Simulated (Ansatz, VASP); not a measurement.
# LiCuAuO2: VASP beside Ansatz

```
Au Cu O Li
1.0
     2.87250   -1.67769    0.00000
     2.87250    1.67769    0.00000
    -2.06460    0.00000    7.38347
Au Cu O Li
1 1 2 1
Direct
  0.98375 0.98375 0.94830
  0.53811 0.53811 0.63867
  0.87808 0.87808 0.65117
  0.08049 0.08049 0.22148
  0.42581 0.42581 0.24872
```

Change from the starting cell: volume scaled by 1.04.

Alike in both runs: task single point; functional PBE; k mesh 9 × 9 × 4; occupations fermi-dirac, width 0.05 eV; no spin polarisation.

|  | VASP | Ansatz |
| --- | --- | --- |
| version | VASP 6.6.1 | Ansatz 0.2.0 |
| potentials or method | VASP PAW PBE potentials, release 64 (Au, Cu, O, Li_sv) | Ansatz PAW |
| plane-wave cutoff (eV) | 520 | 420 |
| valence electrons in the cell | 37 | 53 |

Ansatz gave:

| Quantity | Value |
| --- | --- |
| gap on the k mesh at the Fermi level (eV) | none |
| rms of the force components (eV/Å) | 0.210 |

Problem. Which values does VASP return?

Solution. gap on the k mesh at the Fermi level (eV): none; rms of the force components (eV/Å): 0.196.

Atom by atom the forces differ by 0.023 eV/Å (rms over components). A gap of «none» marks a metal or a gap that the smearing closes. The two sets of potentials don't hold the same shells in valence.

Caveats: an odd number of electrons without spin polarisation forces a metal; a magnetic or distorted state may lie lower; the run has no spin polarisation, though such a crystal can be magnetic; semilocal functionals often make such compounds metallic where correlation or magnetic order opens a gap, which also shifts bond lengths. Spin-orbit coupling is left out, which matters for the levels of Au.
